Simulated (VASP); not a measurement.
Consider the following.

```xyz
2
Lattice="0.0000 3.3026 3.3026 3.3026 0.0000 3.3026 3.3026 3.3026 0.0000" Properties=species:S:1:pos:R:3 pbc="T T T"
Cd     0.0000     0.0000     0.0000
Te     1.6513     1.6513     1.6513
```

Calculation: PBE GGA, VASP's PBE PAW potentials (set 64) (plane waves; VASP). Settings: 400 eV cut-off, 8×8×8 Γ-centred mesh, tetrahedra with Blöchl corrections, potentials Cd Te.

Unless said otherwise, spin-orbit coupling is left out, though it shifts the bands of the heavy elements here.

**Question.** Estimate the energy per atom (σ→0), band gap (on the k-mesh) with the smallest direct gap where there is one.

**Answer.** 
| Quantity | Value |
|---|---|
| band gap (on the k-mesh) | 0.60 eV |
| smallest direct gap (on the k-mesh) | 0.60 eV |
| energy per atom (σ→0) | -2.405 eV/atom |

The absolute energy has meaning only against runs of the same code, potentials and settings.

The structure was generated: CdTe was put into the zinc blende type (F-43m), which need not be its known phase. It was relaxed first.
